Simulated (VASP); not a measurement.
Method: PBE GGA, VASP's PBE PAW potentials (set 64) (plane waves; VASP 6.6.1).

Input for VASP

### INCAR
```
SYSTEM = Ga2O3
PREC = Accurate
ENCUT = 400
EDIFF = 1E-6
NELM = 100
ALGO = Normal
LREAL = .FALSE.
LASPH = .TRUE.
ISMEAR = 0
SIGMA = 0.01
GGA = PE
LMAXMIX = 4
LWAVE = .FALSE.
LCHARG = .FALSE.
ISIF = 2
NBANDS = 46
```

File KPOINTS:
```
Automatic mesh
0
Gamma
6 6 3
0 0 0
```

File POSCAR:
```
Ga2O3
1
    6.1156740000    -1.5176900000     0.0000000000
    6.1156740000     1.5176900000     0.0000000000
   -1.3785900000     0.0000000000     5.6277490000
Ga O
4 6
Direct
  0.3411600000   0.3411600000   0.6852700000
  0.6588400000   0.6588400000   0.3147300000
  0.9095300000   0.9095300000   0.2052100000
  0.0904700000   0.0904700000   0.7947900000
  0.5035300000   0.5035300000   0.7433400000
  0.4964700000   0.4964700000   0.2566600000
  0.8266300000   0.8266300000   0.4367700000
  0.1733700000   0.1733700000   0.5632300000
  0.1645000000   0.1645000000   0.1091500000
  0.8355000000   0.8355000000   0.8908500000
```

POTCAR, in this order: Ga_d O (PBE.64 set). Program: vasp_std.

The resulting files:

OSZICAR:
```
       N       E                     dE             d eps       ncg     rms          rms(c)
DAV:   1     0.118266910342E+04    0.11827E+04   -0.36208E+04  3424   0.302E+03
DAV:   2     0.190341886633E+03   -0.99233E+03   -0.98359E+03  3464   0.807E+02
DAV:   3    -0.489224644509E+02   -0.23926E+03   -0.23614E+03  3570   0.261E+02
DAV:   4    -0.681637263234E+02   -0.19241E+02   -0.19206E+02  4100   0.846E+01
DAV:   5    -0.686973575282E+02   -0.53363E+00   -0.53261E+00  3856   0.130E+01    0.173E+01
DAV:   6    -0.594695104006E+02    0.92278E+01   -0.46635E+01  5756   0.724E+01    0.508E+00
DAV:   7    -0.596763790820E+02   -0.20687E+00   -0.38424E+00  3612   0.111E+01    0.345E+00
DAV:   8    -0.596441003584E+02    0.32279E-01   -0.59948E-01  4774   0.900E+00    0.958E-01
DAV:   9    -0.596224909036E+02    0.21609E-01   -0.14958E-01  4836   0.542E+00    0.291E-01
DAV:  10    -0.596229845246E+02   -0.49362E-03   -0.25681E-02  5344   0.187E+00    0.127E-01
DAV:  11    -0.596235672905E+02   -0.58277E-03   -0.43146E-03  4258   0.918E-01    0.995E-02
DAV:  12    -0.596236744996E+02   -0.10721E-03   -0.19840E-03  4284   0.550E-01    0.417E-02
DAV:  13    -0.596236668200E+02    0.76796E-05   -0.46509E-04  5004   0.257E-01    0.199E-02
DAV:  14    -0.596236694131E+02   -0.25932E-05   -0.16291E-04  4634   0.119E-01    0.988E-03
DAV:  15    -0.596236690336E+02    0.37956E-06   -0.20285E-05  4250   0.677E-02    0.643E-03
DAV:  16    -0.596236688768E+02    0.15678E-06   -0.78877E-06  3450   0.326E-02
   1 F= -.59623669E+02 E0= -.59623669E+02  d E =-.371827E-25
```

File OUTCAR:
```
------------------------ aborting loop because EDIFF is reached ----------------------------------------
  FORCE on cell =-STRESS in cart. coord.  units (eV):
  Direction    XX          YY          ZZ          XY          YZ          ZX
  --------------------------------------------------------------------------------------
  Total        2.4347487      3.0196960      2.4754583      0.0000000      0.0000000      0.1585494
  in kB       37.3398529     46.3107366     37.9641854      0.0000000      0.0000000      2.4315493
  external PRESSURE =      40.5382583 kB  Pullay stress =       0.0000000 kB
  volume of cell :      104.47
      direct lattice vectors                 reciprocal lattice vectors
     6.115674000 -1.517690000  0.000000000     0.081757137 -0.329448043  0.020027470
     6.115674000  1.517690000  0.000000000     0.081757137  0.329448043  0.020027470
    -1.378590000  0.000000000  5.627749000     0.000000000  0.000000000  0.177690938
 POSITION                                       TOTAL-FORCE (eV/Angst)
 -----------------------------------------------------------------------------------
      3.22814      0.00000      3.85653         0.041821      0.000000      0.036397
      7.62462      0.00000      1.77122        -0.041821      0.000000     -0.036397
     10.84188      0.00000      1.15487        -0.013937      0.000000     -0.019445
      0.01088      0.00000      4.47288         0.013937      0.000000      0.019445
      5.13409      0.00000      4.18333        -0.047558      0.000000     -0.043611
      5.71867      0.00000      1.44442         0.047558      0.000000      0.043611
      9.50867      0.00000      2.45803         0.062360      0.000000      0.011557
      1.34409      0.00000      3.16972        -0.062360      0.000000     -0.011557
      1.86158      0.00000      0.61427         0.223422      0.000000     -0.011170
      8.99117      0.00000      5.01348        -0.223422      0.000000      0.011170
 -----------------------------------------------------------------------------------
    total drift:                                0.000000     -0.000000      0.000000
  FREE ENERGIE OF THE ION-ELECTRON SYSTEM (eV)
  ---------------------------------------------------
  free  energy   TOTEN  =       -59.6236688768 eV

  energy  without entropy=      -59.6236688768  energy(sigma->0) =      -59.62366888
```
(Selected blocks of OUTCAR.)

At this cut-off the stress carries a Pulay error, which pulls relaxed volumes low.

The structure comes from a computed database's Ga2O3 entry; how it stands against other phases isn't given here. The cell was not relaxed at this level. The run is one of a series of settings (NBANDS = 46 against the base run), some of them coarse on purpose.
